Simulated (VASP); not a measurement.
These are PBE GGA, VASP's PBE PAW potentials (set 64) (plane waves; VASP) values and carry that method's errors.

A VASP calculation is set up with these files.

**KPOINTS_OPT**
```
k-points along high-symmetry lines
6
Line-mode
Reciprocal
  0.000000   0.000000   0.000000 ! GAMMA
  0.000000   0.500000   0.000000 ! M

  0.000000   0.500000   0.000000 ! M
 -0.333333   0.666667   0.000000 ! K

 -0.333333   0.666667   0.000000 ! K
  0.000000   0.000000   0.000000 ! GAMMA

  0.000000   0.000000   0.000000 ! GAMMA
  0.000000   0.000000   0.500000 ! A

  0.000000   0.000000   0.500000 ! A
  0.000000   0.500000   0.500000 ! L

  0.000000   0.500000   0.500000 ! L
 -0.333333   0.666667   0.500000 ! H

 -0.333333   0.666667   0.500000 ! H
  0.000000   0.000000   0.500000 ! A

  0.000000   0.500000   0.500000 ! L
  0.000000   0.500000   0.000000 ! M

 -0.333333   0.666667   0.500000 ! H
 -0.333333   0.666667   0.000000 ! K
```

POSCAR:
```
La
1.0
  1.8850000000  -3.2649160000   0.0000000000
  1.8850000000   3.2649160000   0.0000000000
  0.0000000000   0.0000000000  12.1600000000
La
4
Cart
  0.0000000000   0.0000000000   6.0800000000
  0.0000000000   0.0000000000   0.0000000000
  1.8850000000   1.0883075099   3.0400000000
  1.8850000000  -1.0883075099   9.1200000000
```

File KPOINTS:
```
Automatic mesh
0
G
  7 7 2
0 0 0
```

### INCAR
```
# general
SYSTEM  = La
PREC    = Accurate
ENCUT   = 300   # plane-wave cut-off (eV)
LREAL   = .FALSE.
LASPH   = .TRUE.   # aspherical one-centre terms

# electronic loop
EDIFF   = 1E-6   # SCF stop (eV)
NELM    = 100   # most electronic steps
ALGO    = Normal   # blocked Davidson
LMAXMIX = 6   # l cut-off of mixed one-centre charges

# smearing
ISMEAR  = -1   # Fermi-Dirac
SIGMA   = 0.1

# functional
GGA     = PE

# ions
ISIF    = 2

# output
LWAVE   = .FALSE.
LCHARG  = .FALSE.
```

POTCAR, in this order: La (PBE.64 set). Program: vasp_std.

Task: What will the output report for the number of irreducible k-points (NKPTS), largest plane-wave count, number of space-group operations, FFT grid (NGX, NGY, NGZ)?

Result: 
The number of irreducible k-points (NKPTS) is 16 and the largest plane-wave count is 1798. The number of space-group operations is 24 and the FFT grid (NGX, NGY, NGZ) is 24 × 24 × 70.

The structure is a typed La crystal (P6_3/mmc). The cell was not relaxed at this level.
